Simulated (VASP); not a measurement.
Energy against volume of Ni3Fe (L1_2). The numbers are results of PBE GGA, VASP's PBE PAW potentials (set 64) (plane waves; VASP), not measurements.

```tsv
V (Å³/atom)	E (eV/atom)
10.459	-6.22199
10.792	-6.24159
11.126	-6.24739
11.460	-6.24196
11.794	-6.22665
```

### Question
Fit a third-order Birch-Murnaghan equation of state.

### Answer

```yaml
volume_per_atom: 11.12 Å³/atom
bulk_modulus: 184 GPa
pressure_derivative_of_the_bulk_modulus: 4.68
lattice_constant_a: 3.543 Å
```

The compound is Ni3Fe in the L1_2 structure. It was relaxed first.
